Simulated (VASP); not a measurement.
Output of a VASP run:

File OSZICAR:
```
...
DAV:   7    -0.120495088817E+03    0.95042E-08   -0.37236E-08  2276   0.718E-04    0.255E-04
DAV:   8    -0.120495088818E+03   -0.14725E-08   -0.10174E-09  1579   0.152E-04    0.192E-04
DAV:   9    -0.120495088816E+03    0.27176E-08   -0.42542E-10  1318   0.896E-05    0.828E-05
DAV:  10    -0.120495088814E+03    0.11405E-08   -0.67380E-11  1254   0.426E-05    0.153E-05
DAV:  11    -0.120495088813E+03    0.13697E-08   -0.12081E-11  1223   0.172E-05    0.634E-06
DAV:  12    -0.120495088813E+03    0.22101E-09    0.29827E-12  1138   0.762E-06
   4 F= -.12049509E+03 E0= -.12049509E+03  d E =-.495253E+00
       N       E                     dE             d eps       ncg     rms          rms(c)
DAV:   1    -0.120495118170E+03   -0.29357E-04   -0.29850E-03  2165   0.270E-01    0.289E-02
DAV:   2    -0.120495106549E+03    0.11622E-04   -0.13044E-04  2407   0.571E-02    0.167E-02
DAV:   3    -0.120495096400E+03    0.10149E-04   -0.19189E-05  2560   0.244E-02    0.635E-03
DAV:   4    -0.120495095709E+03    0.69050E-06   -0.75382E-06  2463   0.125E-02    0.364E-03
DAV:   5    -0.120495095681E+03    0.28042E-07   -0.67097E-07  2447   0.380E-03    0.254E-03
DAV:   6    -0.120495095662E+03    0.19189E-07   -0.13844E-07  2399   0.160E-03    0.552E-04
DAV:   7    -0.120495095656E+03    0.60145E-08   -0.19922E-08  2406   0.664E-04    0.232E-04
DAV:   8    -0.120495095657E+03   -0.70577E-09   -0.73742E-09  2439   0.431E-04
   5 F= -.12049510E+03 E0= -.12049510E+03  d E =-.684381E-05
       N       E                     dE             d eps       ncg     rms          rms(c)
DAV:   1    -0.120495114328E+03   -0.18672E-04   -0.60758E-04  2166   0.122E-01    0.130E-02
DAV:   2    -0.120495112038E+03    0.22894E-05   -0.26566E-05  2407   0.258E-02    0.754E-03
DAV:   3    -0.120495109947E+03    0.20909E-05   -0.38886E-06  2560   0.110E-02    0.286E-03
DAV:   4    -0.120495109773E+03    0.17403E-06   -0.15237E-06  2455   0.563E-03    0.163E-03
DAV:   5    -0.120495109772E+03    0.99044E-09   -0.13711E-07  2447   0.172E-03    0.113E-03
DAV:   6    -0.120495109767E+03    0.50441E-08   -0.27393E-08  2399   0.713E-04    0.246E-04
DAV:   7    -0.120495109766E+03    0.11269E-08   -0.38421E-09  2149   0.295E-04    0.104E-04
DAV:   8    -0.120495109765E+03    0.49113E-09   -0.12776E-09  1426   0.200E-04
   6 F= -.12049511E+03 E0= -.12049511E+03  d E =-.209526E-04
       N       E                     dE             d eps       ncg     rms          rms(c)
DAV:   1    -0.120495133950E+03   -0.24184E-04   -0.79255E-04  2222   0.146E-01    0.295E-02
DAV:   2    -0.120495121397E+03    0.12554E-04   -0.27225E-05  2350   0.228E-02    0.147E-02
DAV:   3    -0.120495116598E+03    0.47989E-05   -0.10232E-05  2333   0.123E-02    0.298E-03
DAV:   4    -0.120495116021E+03    0.57639E-06   -0.10009E-06  2389   0.400E-03    0.156E-03
DAV:   5    -0.120495115630E+03    0.39167E-06   -0.10676E-07  2363   0.131E-03    0.116E-03
DAV:   6    -0.120495115549E+03    0.81071E-07   -0.56240E-09  2279   0.324E-04    0.634E-04
DAV:   7    -0.120495115333E+03    0.21597E-06   -0.81851E-09  2348   0.375E-04    0.108E-04
DAV:   8    -0.120495115340E+03   -0.71577E-08   -0.58164E-10  1398   0.121E-04    0.693E-05
DAV:   9    -0.120495115334E+03    0.60336E-08   -0.15187E-10  1302   0.611E-05    0.254E-05
DAV:  10    -0.120495115336E+03   -0.23911E-08   -0.17428E-11  1207   0.308E-05    0.197E-05
DAV:  11    -0.120495115336E+03   -0.70031E-10   -0.19568E-11  1138   0.197E-05
   7 F= -.12049512E+03 E0= -.12049512E+03  d E =-.557082E-05
```

### OUTCAR
```
------------------------ aborting loop because EDIFF is reached ----------------------------------------
  FORCE on cell =-STRESS in cart. coord.  units (eV):
  Direction    XX          YY          ZZ          XY          YZ          ZX
  --------------------------------------------------------------------------------------
  Total       -0.0540157     -0.0540157     -0.0501975     -0.0000000     -0.0000000      0.0000000
  in kB       -0.5153366     -0.5153366     -0.4789091     -0.0000001     -0.0000000      0.0000000
  external PRESSURE =      -0.5031941 kB  Pullay stress =       0.0000000 kB
  volume of cell :      167.93
      direct lattice vectors                 reciprocal lattice vectors
     3.095038388  0.000000013 -0.000000000     0.323097769  0.186540523  0.000000000
    -1.547518672  2.680381834 -0.000000000    -0.000000002  0.373081173  0.000000000
    -0.000000000 -0.000000000 20.243087947    -0.000000000  0.000000000  0.049399578
  FREE ENERGIE OF THE ION-ELECTRON SYSTEM (eV)
  ---------------------------------------------------
  free  energy   TOTEN  =      -120.4951153363 eV

  energy  without entropy=     -120.4951153363  energy(sigma->0) =     -120.49511534

 reached required accuracy - stopping structural energy minimisation
```
(Selected blocks of OUTCAR.)

File POSCAR:
```
SiC
1
    3.0282530000     0.0000000000     0.0000000000
   -1.5141260000     2.6225440000     0.0000000000
    0.0000000000     0.0000000000    19.8056320000
Si C
8 8
Direct
  0.3333330000   0.6666670000   0.8752000000
  0.6666670000   0.3333330000   0.3752000000
  0.3333330000   0.6666670000   0.6249900000
  0.6666670000   0.3333330000   0.1249900000
  0.0000000000   0.0000000000   0.0000900000
  0.0000000000   0.0000000000   0.5000900000
  0.6666670000   0.3333330000   0.7501000000
  0.3333330000   0.6666670000   0.2501000000
  0.3333330000   0.6666670000   0.3441300000
  0.6666670000   0.3333330000   0.8441300000
  0.6666670000   0.3333330000   0.2187200000
  0.3333330000   0.6666670000   0.7187200000
  0.0000000000   0.0000000000   0.5938500000
  0.0000000000   0.0000000000   0.0938500000
  0.3333330000   0.6666670000   0.9689300000
  0.6666670000   0.3333330000   0.4689300000
```

Write an INCAR and KPOINTS that could have produced this output.

This is not unique; one that fits is the input of the run itself, PBE GGA, plane waves, VASP's PBE PAW potentials (set 64).

**INCAR**
```
SYSTEM = SiC
PREC = Accurate
ENCUT = 560
EDIFF = 1E-09
NELM = 100
ALGO = Normal
LREAL = Auto
LASPH = .TRUE.
ISMEAR = 0
SIGMA = 0.01
GGA = PE
LWAVE = .FALSE.
LCHARG = .FALSE.
ISIF = 3
IBRION = 2
NSW = 50
EDIFFG = -0.005
```

KPOINTS:
```
Automatic mesh
0
Gamma
 9 9 2
0 0 0
```

POTCAR, in this order: Si C (PBE.64 set). Program: vasp_std.

Energy and stress use the plane-wave basis of the starting cell.

The structure comes from a computed database's SiC entry; how it stands against other phases isn't given here. This run relaxes it. Symmetry was kept, so distortions that lower it aren't found. The run is one of a series of settings (EDIFF = 1E-09, EDIFFG = -0.005, ENCUT = 560, IBRION = 2, ISIF = 3, NSW = 50, KPOINTS 9×9×2 Γ-centred mesh against the base run), some of them coarse on purpose.
